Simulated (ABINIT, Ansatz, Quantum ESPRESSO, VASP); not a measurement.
**One structure in several programs: TiB2 (P1, 3 atoms in the cell)**

Self-consistent single point.

```yaml
crystal:
  lattice:
    - [1.51500, -2.62406, 0.00000]
    - [1.51500, 2.62406, 0.00000]
    - [0.00000, 0.00000, 3.23000]
  atoms:
    - { symbol: Ti, position: [0.99067, 0.99826, 0.00354] }
    - { symbol: B, position: [0.33601, 0.65392, 0.47902] }
    - { symbol: B, position: [0.67331, 0.34782, 0.51745] }
```

Shared settings, as Ansatz (a first-principles code) writes them: kpoints.mp_grid.grid = 8 8 7; scf.occupations.method = gaussian; scf.occupations.width = 0.2 eV. Potentials and cutoffs stand in the table.

| code | model | pressure (GPa) | largest force (eV/Å) | cutoff |
|---|---|---|---|---|
| ABINIT | LDA (PW92), norm-conserving pseudopotentials (PseudoDojo nc-sr-04 LDA standard) | -10.34 | 1.494 | 42 Ha |
| Quantum ESPRESSO | LDA (PZ), GBRV 1.5 ultrasoft (LDA) pseudopotentials | -9.86 | 1.498 | 50 Ry |
| VASP | LDA (PZ), VASP's LDA PAW potentials (set 64) | -10.16 | 1.496 | 400 eV |
| Ansatz | LDA (PW92), default PAW files made with PBE | -10.70 | 1.489 | default |

Size of the force on each atom (eV/Å): Sizes of forces hide their directions.

```
code                Ti1     B2     B3
----------------  -----  -----  -----
ABINIT            0.565  1.494  1.247
Quantum ESPRESSO  0.566  1.498  1.251
VASP              0.567  1.496  1.248
Ansatz            0.563  1.489  1.244
```

On Ansatz's run: spin polarisation is off.

The spread over the programs that give each value: pressure within 0.84 GPa; largest force within 0.009 eV/Å.

Ansatz's pressure is given at a fixed set of plane waves, as the other plane-wave codes print theirs; with its correction for the finite basis it is -10.43 GPa (the shift of 0.28 GPa shows how far the cutoff is from converged). The same LDA comes in different parametrisations, which differ slightly.

VASP's run is marked for a possible Pulay error in its stress at this cutoff; no cutoff test was made.

The starting cell has typed, rounded lattice constants, without a prior relaxation at this level. Its atoms were displaced at random from the sites of space group no. 191.

Left out of this page: GPAW, CP2K and SIESTA (not drawn, or without a comparable value).

Keys are those of Ansatz 0.2.
